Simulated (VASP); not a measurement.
```
CELL_PARAMETERS angstrom
      0.00000     3.12949     3.12949
      3.12949     0.00000     3.12949
     12.61989    12.61989    -0.10192
ATOMIC_POSITIONS crystal
  Cd 0.02135 0.02135 0.98398
  Cd 0.00234 0.00234 0.24824
  Cd 0.98447 0.98447 0.51165
  Te 0.25597 0.25597 0.05803
  Te 0.23772 0.23772 0.32171
  Te 0.22082 0.22082 0.58439
  Te 0.27621 0.27621 0.79284
  Be 0.00112 0.00112 0.74916
```

Level of theory: PBEsol GGA, VASP's PBE PAW potentials (set 64) (plane waves; VASP 6.6.1). Numerical set-up: 400 eV cut-off, 7×7×2 Γ-centred mesh, tetrahedra with Blöchl corrections, potentials Cd Te Be.

Unless said otherwise, spin-orbit coupling is left out, though it shifts the bands of the heavy elements here.

Task: Estimate the energy per atom (σ→0), band gap (on the k-mesh) with the smallest direct gap where there is one.

Result: 
```
Item                                          Value
-----------------------------------  --------------
band gap (on the k-mesh)                    0.97 eV
smallest direct gap (on the k-mesh)         0.97 eV
energy per atom (σ→0)                -3.019 eV/atom
```

Only differences to runs with the same potentials and settings are physical.

The structure was generated: BeCd3Te4 was put into an ordered model structure (R3m), which need not be its known phase. It was relaxed first.
